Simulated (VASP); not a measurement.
A run of VASP 6.6.1 is set up as follows.

File INCAR:

```
ALGO = Normal
EDIFF = 1E-7
ENCUT = 520
GGA = PE
ISIF = 2
ISMEAR = -1
IVDW = 12
LASPH = True
LCHARG = True
LELF = True
LREAL = Auto
LVHAR = True
LWAVE = False
NBANDS = 68
NELM = 60
PREC = Accurate
SIGMA = 0.05
```

Contents of KPOINTS:

```
k-points
0
Gamma
  1 1 1
```

The input POSCAR:

```
Si5H26F6
1.0
    8.4230660000      0.0000000000      0.0000000000
    0.0000000000      8.4230660000      0.0000000000
    0.0000000000      0.0000000000      8.4230660000
Si H F
5 26 6
Direct
    0.8437070302      0.5267440621      0.2492085424
    0.1519992839      1.0262652578      0.9751318582
    0.3046396645      0.3985722064      0.4937275809
    0.6269332331      0.6642593089      0.7451680896
    0.1736066178      0.8977728537      0.4232781745
    0.8109398644      0.5988436990      0.4117028170
    0.6873269187      0.4145165193      0.1983600746
    0.9080660178      0.6484693341      0.1429289525
    0.9889154377      0.4132699423      0.2756834625
    0.0088328882      1.0447383411      1.0780041377
    0.0854439464      1.1181439158      0.8369517703
    0.3008761893      1.0947201411      1.0369976918
    0.1785573092      0.8510796425      0.9402395755
    0.4485540063      0.3003538142      0.5215915440
    0.1680029576      0.3099346485      0.5381175928
    0.2775948805      0.5410381445      0.5687477695
    0.2864871295      0.4124745075      0.3187319202
    0.7883946297      0.7507005169      0.7260895261
    0.5302344776      0.6228254652      0.8914093752
    0.4943093168      0.7197497918      0.6387222895
    0.6678684460      0.5170326340      0.6622647858
    0.1229837211      0.8142521975      0.2880898713
    0.3361839976      0.7976549157      0.4524836918
    0.1775244311      1.0733027617      0.3755402130
    0.0786530700      0.8838468083      0.5746126173
    0.4526736464      1.0229885412      0.7310758339
   -0.0074913339      0.4399941779      0.9158897722
    0.7594265556      0.1480695984     -0.0553955056
    0.9478496310      0.1618175614      0.3721329027
    0.7934284262      0.1217371442      0.5894053306
    0.2317445928      0.5056116146      1.0011200197
    0.4051731282      0.9251381860      0.7732101351
    0.0501836267      0.4637503731      0.8176713800
    0.7136356286      0.2362678863     -0.0236612179
    0.8991025358      0.0696539716      0.3904160314
    0.7130420206      0.0932914452      0.6483506125
    0.2911054003      0.5627998166      1.0798443227
```

Potentials or basis: VASP PAW PBE potentials, release 64 (Si, H, F).

The run is started by

```sh
$ cat potpaw_PBE.64/Si/POTCAR potpaw_PBE.64/H/POTCAR potpaw_PBE.64/F/POTCAR > POTCAR
$ mpirun -np 1 vasp_gam > vasp.out
```

(1) Predict the pressure.

(2) Estimate the band gap on the k mesh.

Answers

(1) 0.5 GPa.

(2) 4.87 eV, direct.
